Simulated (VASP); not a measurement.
The system is TiO2.

```
CELL_PARAMETERS angstrom
4.59984 0.00000 0.00000
0.00000 4.59984 0.00000
0.00000 0.00000 2.95921
ATOMIC_POSITIONS crystal
Ti 0.00000 0.00000 0.50000
Ti 0.50000 0.50000 0.00000
O 0.30432 0.30432 0.50000
O 0.19568 0.80432 0.00000
O 0.80432 0.19568 0.00000
O 0.69568 0.69568 0.50000
```

The cell is a database's computed one.

Program: VASP 6.6.1. Alike in all runs: task band structure; no spin polarisation; cell as given; k mesh 6 × 6 × 8; cutoff (eV) 520; smearing gaussian 0.02 eV.

Q: Order these runs on this cell by their pressure, lowest first.
A. level LDA; potentials or basis VASP PAW LDA potentials, release 64 (Ti_sv, O); further INCAR settings ALGO = Fast; EDIFF = 1e-06
B. level PBE; potentials or basis VASP PAW PBE potentials, release 64 (Ti_sv, O); further INCAR settings ALGO = Fast; EDIFF = 1e-06
C. level r2SCAN; potentials or basis VASP PAW PBE potentials, release 64 (Ti_sv, O); further INCAR settings ALGO = Normal; EDIFF = 1e-06

A: A (-7.8 GPa), C (0.3 GPa), B (4.9 GPa).

Caveats: the PAW data sets were made with another functional, which shifts forces and pressure a little (some runs).

Not every run made on this cell is shown here.
